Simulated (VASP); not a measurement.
These are PBEsol GGA, VASP's PBE PAW potentials (set 64) (plane waves; VASP) values and carry that method's errors.

VASP input:

File KPOINTS:
```
k-points along high-symmetry lines
10
Line-mode
Reciprocal
  0.000000   0.000000   0.000000 ! GAMMA
  0.000000   0.500000   0.000000 ! M

  0.000000   0.500000   0.000000 ! M
 -0.333333   0.666667   0.000000 ! K

 -0.333333   0.666667   0.000000 ! K
  0.000000   0.000000   0.000000 ! GAMMA

  0.000000   0.000000   0.000000 ! GAMMA
  0.000000   0.000000   0.500000 ! A

  0.000000   0.000000   0.500000 ! A
  0.000000   0.500000   0.500000 ! L

  0.000000   0.500000   0.500000 ! L
 -0.333333   0.666667   0.500000 ! H

 -0.333333   0.666667   0.500000 ! H
  0.000000   0.000000   0.500000 ! A

  0.000000   0.500000   0.500000 ! L
  0.000000   0.500000   0.000000 ! M

 -0.333333   0.666667   0.500000 ! H
 -0.333333   0.666667   0.000000 ! K
```

POSCAR:
```
MoS2
1
    1.5712819913    -2.7215399707    -0.0000000000
    1.5712819913     2.7215399707     0.0000000000
   -0.0000000000     0.0000000000    12.5773343701
Mo S
2 4
Direct
  0.3333330000   0.6666670000   0.2500000000
  0.6666670000   0.3333330000   0.7500000000
  0.3333330000   0.6666670000   0.8738888999
  0.6666670000   0.3333330000   0.3738888999
  0.6666670000   0.3333330000   0.1261111001
  0.3333330000   0.6666670000   0.6261111001
```

**INCAR**
```
ALGO = Normal
EDIFF = 1E-7
ENCUT = 520
GGA = PS
ICHARG = 11
ISMEAR = 0
LASPH = .True.
LCHARG = .False.
LMAXMIX = 4
LORBIT = 11
LREAL = .False.
LWAVE = .False.
NELM = 100
PREC = Accurate
SIGMA = 0.05
SYSTEM = MoS2
```

POTCAR, in this order: Mo_sv S (PBE.64 set). Program: vasp_std. Read from the step before: CHGCAR.

What VASP printed:

OSZICAR:
```
       N       E                     dE             d eps       ncg     rms          rms(c)
DAV:   1     0.450871890101E+03    0.45087E+03   -0.30107E+04  6284   0.159E+03
DAV:   2    -0.207981474338E+02   -0.47167E+03   -0.46117E+03  6925   0.399E+02
DAV:   3    -0.452844568954E+02   -0.24486E+02   -0.24181E+02  7278   0.778E+01
DAV:   4    -0.458559194884E+02   -0.57146E+00   -0.56998E+00  6879   0.117E+01
DAV:   5    -0.458729470254E+02   -0.17028E-01   -0.17020E-01  7468   0.183E+00
DAV:   6    -0.458733557598E+02   -0.40873E-03   -0.40858E-03  7083   0.269E-01
DAV:   7    -0.458733690430E+02   -0.13283E-04   -0.13280E-04  7557   0.404E-02
DAV:   8    -0.458733694053E+02   -0.36229E-06   -0.36226E-06  6950   0.623E-03
DAV:   9    -0.458733694193E+02   -0.13992E-07   -0.13979E-07  5004   0.105E-03
   1 F= -.45873369E+02 E0= -.45873369E+02  d E =-.587956E-23
```

OUTCAR:
```
 val. band max:        7.2572503747   @ k =   0.0000   0.0000   0.0000

 cond. band min:       8.2457237910   @ k =  -0.1852   0.3704   0.0000



 k-point     1 :       0.0000    0.0000    0.0000
  band No.  band energies     occupation
      1     -54.0316      2.00000
      2     -54.0315      2.00000
      3     -28.2423      2.00000
      4     -28.2422      2.00000
      5     -27.9813      2.00000
      6     -27.9813      2.00000
      7     -27.9813      2.00000
      8     -27.9813      2.00000
      9      -7.6691      2.00000
     10      -7.4603      2.00000
     11      -6.3865      2.00000
     12      -6.0331      2.00000
     13       0.4166      2.00000
     14       1.2863      2.00000
     15       3.8784      2.00000
     16       4.0408      2.00000
     17       4.0408      2.00000
     18       4.0494      2.00000
     19       4.0494      2.00000
     20       5.1853      2.00000
     21       5.1854      2.00000
     22       5.2172      2.00000
     23       5.2173      2.00000
     24       5.9451      2.00000
     25       6.1340      2.00000
     26       7.2573      2.00000
     27       9.5416      0.00000
     28       9.5426      0.00000
     29       9.5648      0.00000
     30       9.6650      0.00000
     31       9.7725      0.00000

 k-point     2 :       0.0000    0.0556    0.0000
  band No.  band energies     occupation
      1     -54.0302      2.00000
      2     -54.0302      2.00000
      3     -28.2396      2.00000
      4     -28.2396      2.00000
      5     -27.9947      2.00000
      6     -27.9947      2.00000
      7     -27.9843      2.00000
      8     -27.9843      2.00000
      9      -7.6198      2.00000
     10      -7.4115      2.00000
     11      -6.3639      2.00000
     12      -6.0153      2.00000
     13       0.4731      2.00000
     14       1.3418      2.00000
     15       3.7727      2.00000
     16       3.9286      2.00000
     17       3.9396      2.00000
     18       4.0911      2.00000
...
```

The density is held fixed in this step, so its total energy and stress have no physical meaning. Without a dispersion term in the relaxation, distances and binding between the weakly bound layers, chains or molecules are unreliable, and so is what depends on them.

The compound is MoS2 in the 2H layered structure. It was relaxed first.
